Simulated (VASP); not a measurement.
These are PBE GGA, VASP's PBE PAW potentials (set 64) (plane waves; VASP) values and carry that method's errors.

Input for VASP

POSCAR:
```
Y
1
    1.8784030000    -3.2157880000     0.0000000000
    1.8784030000     3.2157880000     0.0000000000
    0.0000000000     0.0000000000     5.7867200000
Y
2
Direct
  0.3333330000   0.6666670000   0.2500000000
  0.6862160000   0.3528820000   0.7500000000
```

File KPOINTS:
```
K-points
0
gamma
 10 10 6
0 0 0
```

**INCAR**
```
PREC = Accurate
SYSTEM = Y
LREAL = .FALSE.   ! projection in real space or not
ISMEAR = 1   ! Methfessel-Paxton
NBANDS = 13
GGA = PE
SIGMA = 0.1   ! width (eV)
LWAVE = .FALSE.
ENCUT = 400
LASPH = .TRUE.
NELM = 100   ! most electronic steps
ALGO = Normal   ! blocked Davidson
EDIFF = 1E-6
LCHARG = .FALSE.
ISIF = 2   ! forces and stress, cell fixed
LMAXMIX = 4
```

POTCAR, in this order: Y_sv (PBE.64 set). Program: vasp_std.

Output

File OUTCAR:
```
 ion  position               nearest neighbor table
   1  0.333  0.667  0.250-   2 3.57   2 3.57   2 3.60   2 3.60   2 3.65   2 3.65
   2  0.686  0.353  0.750-   1 3.57   1 3.57   1 3.60   1 3.60   1 3.65   1 3.65
  LATTYP: Found a base centered orthorhombic cell.
 ALAT       =     3.7568060000
 B/A-ratio  =     1.7119798041
 C/A-ratio  =     1.5403297375
 Subroutine PRICEL returns:
 Original cell was already a primitive cell.
 Subroutine GETGRP returns: Found  4 space group operations
The static configuration has the point symmetry C_1 .
 The point group associated with its full space group is C_2h.
The dynamic configuration has the point symmetry C_1 .
 Subroutine INISYM returns: Found  4 space group operations
 Subroutine IBZKPT returns following result:
 Found    208 irreducible k-points:

 Following reciprocal coordinates:
            Coordinates               Weight
  0.000000  0.000000  0.000000      1.000000
  0.100000 -0.000000  0.000000      2.000000
 -0.000000  0.100000  0.000000      2.000000
  0.200000 -0.000000  0.000000      2.000000
 -0.000000  0.200000  0.000000      2.000000
  0.300000 -0.000000  0.000000      2.000000
 -0.000000  0.300000  0.000000      2.000000
  0.400000  0.000000  0.000000      2.000000
  0.000000  0.400000  0.000000      2.000000
  0.500000 -0.000000  0.000000      1.000000
 -0.000000  0.500000  0.000000      1.000000
  0.100000  0.100000  0.000000      2.000000
  0.200000  0.100000  0.000000      2.000000
  0.100000  0.200000  0.000000      2.000000
  0.300000  0.100000  0.000000      2.000000
  0.100000  0.300000  0.000000      2.000000
  0.400000  0.100000  0.000000      2.000000
  0.100000  0.400000  0.000000      2.000000
  0.500000  0.100000  0.000000      2.000000
  0.100000  0.500000  0.000000      2.000000
 -0.400000  0.100000  0.000000      2.000000
  0.100000 -0.400000  0.000000      2.000000
 -0.300000  0.100000  0.000000      2.000000
  0.100000 -0.300000  0.000000      2.000000
 -0.200000  0.100000  0.000000      2.000000
  0.100000 -0.200000  0.000000      2.000000
 -0.100000  0.100000  0.000000      2.000000
  0.200000  0.200000  0.000000      2.000000
  0.300000  0.200000  0.000000      2.000000
  0.200000  0.300000  0.000000      2.000000
  0.400000  0.200000  0.000000      2.000000
  0.200000  0.400000  0.000000      2.000000
  0.500000  0.200000  0.000000      2.000000
  0.200000  0.500000  0.000000      2.000000
 -0.400000  0.200000  0.000000      2.000000
  0.200000 -0.400000  0.000000      2.000000
 -0.300000  0.200000  0.000000      2.000000
  0.200000 -0.300000  0.000000      2.000000
 -0.200000  0.200000  0.000000      2.000000
  0.300000  0.300000  0.000000      2.000000
   k-points           NKPTS =    208   k-points in BZ     NKDIM =    208   number of bands    NBANDS=     13
   number of dos      NEDOS =    301   number of ions     NIONS =      2
   total plane-waves  NPLWV =  23040
   dimension x,y,z NGX =    24 NGY =   24 NGZ =   40
   dimension x,y,z NGXF=    48 NGYF=   48 NGZF=   80
   ions per type =               2
   PREC   = accura    normal or accurate (medium, high low for compatibility)
   ISTART =      0    job   : 0-new  1-cont  2-samecut
   ICHARG =      2    charge: 1-file 2-atom 10-const
   ISPIN  =      1    spin polarized calculation?
   LNONCOLLINEAR =      F non collinear calculations
   LSORBIT =      F    spin-orbit coupling
   INIWAV =      1    electr: 0-lowe 1-rand  2-diag
   ENCUT  =  400.0 eV  29.40 Ry    5.42 a.u.   6.07  6.07  9.44*2*pi/ulx,y,z
   NELM   =    100;   NELMIN=  2; NELMDL= -5     # of ELM steps
   EDIFF  = 0.1E-05   stopping-criterion for ELM
...
```

**OSZICAR**
```
       N       E                     dE             d eps       ncg     rms          rms(c)
DAV:   1     0.816450416335E+02    0.81645E+02   -0.10372E+04  5520   0.132E+03
DAV:   2    -0.451632533175E+01   -0.86161E+02   -0.85391E+02  6325   0.281E+02
DAV:   3    -0.130019923710E+02   -0.84857E+01   -0.83390E+01 10567   0.513E+01
DAV:   4    -0.132734159483E+02   -0.27142E+00   -0.26858E+00  6935   0.894E+00
DAV:   5    -0.132800317340E+02   -0.66158E-02   -0.65123E-02  7928   0.111E+00    0.313E+01
DAV:   6    -0.129137007563E+02    0.36633E+00   -0.49748E-01  5838   0.559E+00    0.195E+01
DAV:   7    -0.128422257918E+02    0.71475E-01   -0.93616E-01  6736   0.719E+00    0.179E+00
DAV:   8    -0.128321311534E+02    0.10095E-01   -0.19980E-01  6768   0.322E+00    0.147E+00
DAV:   9    -0.128311826677E+02    0.94849E-03   -0.42027E-03  8304   0.459E-01    0.481E-01
DAV:  10    -0.128310847463E+02    0.97921E-04   -0.21691E-03  6616   0.501E-01    0.765E-01
DAV:  11    -0.128309762762E+02    0.10847E-03   -0.20905E-04  8357   0.121E-01    0.350E-02
DAV:  12    -0.128309758826E+02    0.39364E-06   -0.24969E-05  7231   0.516E-02    0.474E-02
DAV:  13    -0.128309757364E+02    0.14619E-06   -0.62196E-06  7053   0.254E-02
   1 F= -.12830976E+02 E0= -.12831790E+02  d E =0.244391E-02
```

### OUTCAR
```
------------------------ aborting loop because EDIFF is reached ----------------------------------------
  FORCE on cell =-STRESS in cart. coord.  units (eV):
  Direction    XX          YY          ZZ          XY          YZ          ZX
  --------------------------------------------------------------------------------------
  Total       -1.2149722     -0.9486229     -1.1117322     -0.0916832      0.0000000      0.0000000
  in kB      -27.8444268    -21.7403003    -25.4783987     -2.1011724      0.0000000      0.0000000
  external PRESSURE =     -25.0210420 kB  Pullay stress =       0.0000000 kB
  volume of cell :       69.91
      direct lattice vectors                 reciprocal lattice vectors
     1.878403000 -3.215788000  0.000000000     0.266183561 -0.155482886  0.000000000
     1.878403000  3.215788000  0.000000000     0.266183561  0.155482886  0.000000000
     0.000000000  0.000000000  5.786720000     0.000000000  0.000000000  0.172809467
 POSITION                                       TOTAL-FORCE (eV/Angst)
 -----------------------------------------------------------------------------------
      1.87840      1.07193      1.44668         0.092506      0.009744      0.000000
      1.95184     -1.07193      4.34004        -0.092506     -0.009744     -0.000000
 -----------------------------------------------------------------------------------
    total drift:                               -0.000003      0.000000      0.000000
  FREE ENERGIE OF THE ION-ELECTRON SYSTEM (eV)
  ---------------------------------------------------
  free  energy   TOTEN  =       -12.8309757364 eV

  energy  without entropy=      -12.8334196459  energy(sigma->0) =      -12.83179037
```
(Selected blocks of OUTCAR.)

The compound is Y in the hcp structure. The cell was not relaxed at this level, atoms are displaced from their ideal sites. The run is one of a series of settings (NBANDS = 13 against the base run), some of them coarse on purpose.
